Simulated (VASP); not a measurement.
Method: vdW-DF2, VASP's PBE PAW potentials (set 64) (plane waves; VASP).

The input files of a VASP run:

**POSCAR**
```
ZrC
1
    0.0000000000     2.3967089577     2.3967089577
    2.3967089577     0.0000000000     2.3967089577
    2.3967089577     2.3967089577     0.0000000000
Zr C
1 1
Direct
  0.0000000000   0.0000000000   0.0000000000
  0.5000000000   0.5000000000   0.5000000000
```

KPOINTS:
```
K-points
0
Gamma
 13 13 13
```

INCAR:
```
# general
SYSTEM  =ZrC
PREC    =Accurate
ENCUT   =520
LREAL   =.FALSE.
LASPH   =.TRUE.

# electronic loop
EDIFF   =1E-7
NELM    =100
ALGO    =Normal
LMAXMIX =4

# smearing
ISMEAR  =1
SIGMA   =0.1

# functional
GGA     =ML
LUSE_VDW=.TRUE.
AGGAC   =0.0
ZAB_VDW =-1.8867

# ions
ISIF    =2

# output
LWAVE   =.FALSE.
LCHARG  =.FALSE.
```

POTCAR, in this order: Zr_sv C (PBE.64 set). Program: vasp_std.

The run wrote:

### OSZICAR
```
       N       E                     dE             d eps       ncg     rms          rms(c)
DAV:   1     0.116163646128E+03    0.11616E+03   -0.89860E+03  2016   0.134E+03
DAV:   2    -0.129604374394E+02   -0.12912E+03   -0.12164E+03  2396   0.336E+02
DAV:   3    -0.189818855430E+02   -0.60214E+01   -0.59239E+01  2940   0.649E+01
DAV:   4    -0.192297018266E+02   -0.24782E+00   -0.24770E+00  2676   0.121E+01
DAV:   5    -0.192340020433E+02   -0.43002E-02   -0.42999E-02  2868   0.159E+00    0.189E+01
DAV:   6    -0.147172461705E+02    0.45168E+01   -0.27229E+01  2244   0.333E+01    0.659E+00
DAV:   7    -0.144179791291E+02    0.29927E+00   -0.16423E+00  2312   0.101E+01    0.523E+00
DAV:   8    -0.144314211103E+02   -0.13442E-01   -0.19399E-01  2216   0.435E+00    0.198E+00
DAV:   9    -0.144243295055E+02    0.70916E-02   -0.36412E-02  2688   0.148E+00    0.400E-01
DAV:  10    -0.144258828179E+02   -0.15533E-02   -0.35821E-03  2304   0.727E-01    0.485E-01
DAV:  11    -0.144256789877E+02    0.20383E-03   -0.88485E-04  2216   0.279E-01    0.279E-02
DAV:  12    -0.144256884863E+02   -0.94985E-05   -0.63633E-05  2868   0.732E-02    0.115E-02
DAV:  13    -0.144256864997E+02    0.19866E-05   -0.91489E-06  2552   0.238E-02    0.345E-03
DAV:  14    -0.144256866824E+02   -0.18269E-06   -0.40661E-07  2276   0.711E-03    0.135E-03
DAV:  15    -0.144256868866E+02   -0.20430E-06   -0.37642E-07  2120   0.632E-03    0.284E-04
DAV:  16    -0.144256868645E+02    0.22192E-07   -0.48151E-09  1132   0.888E-04
   1 F= -.14425687E+02 E0= -.14425665E+02  d E =-.651492E-04
```

**OUTCAR**
```
------------------------ aborting loop because EDIFF is reached ----------------------------------------
  FORCE on cell =-STRESS in cart. coord.  units (eV):
  Direction    XX          YY          ZZ          XY          YZ          ZX
  --------------------------------------------------------------------------------------
  Total       -0.0073961     -0.0073961     -0.0073961      0.0000000      0.0000000     -0.0000000
  in kB       -0.4303657     -0.4303657     -0.4303657      0.0000000      0.0000000     -0.0000000
  external PRESSURE =      -0.4303657 kB  Pullay stress =       0.0000000 kB
  volume of cell :       27.53
      direct lattice vectors                 reciprocal lattice vectors
     0.000000000  2.396708958  2.396708958    -0.208619406  0.208619406  0.208619406
     2.396708958  0.000000000  2.396708958     0.208619406 -0.208619406  0.208619406
     2.396708958  2.396708958  0.000000000     0.208619406  0.208619406 -0.208619406
 POSITION                                       TOTAL-FORCE (eV/Angst)
 -----------------------------------------------------------------------------------
      0.00000      0.00000      0.00000        -0.000000      0.000000     -0.000000
      2.39671      2.39671      2.39671         0.000000     -0.000000      0.000000
 -----------------------------------------------------------------------------------
    total drift:                                0.000000      0.000000      0.000000
  FREE ENERGIE OF THE ION-ELECTRON SYSTEM (eV)
  ---------------------------------------------------
  free  energy   TOTEN  =       -14.4256868645 eV

  energy  without entropy=      -14.4256217153  energy(sigma->0) =      -14.42566515
```
(Selected blocks of OUTCAR.)

The compound is ZrC in the rock salt structure. It was relaxed first, which changed the volume by +6 %.
